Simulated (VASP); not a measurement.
Consider the following.

```xyz
8
Lattice="4.4065 0.0000 0.0000 0.0000 4.4065 0.0000 0.0000 0.0000 4.4065" Properties=species:S:1:pos:R:3 pbc="T T T"
Al     2.2032     2.2032     0.0000
Al     0.0000     2.2032     2.2032
Al     2.2032     0.0000     2.2032
Ga     0.0000     0.0000     0.0000
N      3.2819     3.2819     1.1246
N      3.2819     1.1246     3.2819
N      1.1246     1.1246     1.1246
N      1.1246     3.2819     3.2819
```

Method: PBEsol GGA, VASP's PBE PAW potentials (set 64) (plane waves; VASP). Run with 520 eV cut-off, Gaussian smearing of 0.050 eV, potentials Al Ga_d N.

Q: What does the run give for the band gap (along the path) with the smallest direct gap where there is one?

A: 
```
Quantity                               Result
------------------------------------  -------
band gap (along the path)             3.31 eV
smallest direct gap (along the path)  3.32 eV
```

The structure comes from a computed database's Al3GaN4 entry (P-43m); how it stands against other phases isn't given here. It was relaxed first.
